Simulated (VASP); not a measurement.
Consider the following.

```
CELL_PARAMETERS angstrom
      0.00000     2.19902     2.19902
      2.19902     0.00000     2.19902
      2.19902     2.19902     0.00000
ATOMIC_POSITIONS crystal
  V  0.00000 0.00000 0.00000
  O  0.25000 0.25000 0.25000
```

Calculation: LDA (Ceperley-Alder, Perdew-Zunger), VASP's LDA PAW potentials (set 64) (plane waves; VASP). Settings: 520 eV cut-off, Gaussian smearing of 0.050 eV, potentials V_sv O.

Problem. What does the run give for the band gap (along the path) with the smallest direct gap where there is one?

Solution. 
The band gap (along the path) comes out as none (metal, semimetal or under 0.01 eV).

Only differences to runs with the same potentials and settings are physical.

The structure was generated: VO was put into the zinc blende type (F-43m), which need not be its known phase. It was relaxed first, which changed the volume by -34 %. The run is not spin-polarised, so no magnetic state was tried. The electron count is odd and the run is not spin-polarised, which forces a metal.
